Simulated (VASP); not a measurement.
## GaSb: band structure with TB-mBJ

The system is GaSb.

```xyz
2
Lattice="0.0000 3.0574 3.0574 3.0574 0.0000 3.0574 3.0574 3.0574 0.0000" Properties=species:S:1:pos:R:3 pbc="T T T"
Ga    6.1148    6.1148    6.1148
Sb    1.5287    1.5287    1.5287
```

```yaml
Program: VASP 6.6.1
Task: band structure
Functional: TB-mBJ
Potentials_or_basis: VASP PAW PBE potentials, release 64 (Ga_d, Sb)
Cutoff: 520 eV
k_mesh: 6 × 6 × 6
Occupations: gaussian, width 0.03 eV
Spin: spin-orbit coupling, no magnetisation
Further_INCAR_settings: ALGO = Normal; EDIFF = 1e-07
```

```json
{
 "Valence electrons inside the program's atomic spheres": "Ga 11.41; Sb 2.50"
}
```

It took 4.2 min on 1 thread of Intel(R) Xeon(R) 6975P-C (Granite Rapids), with other jobs on the host, peak memory 0.37 GiB.
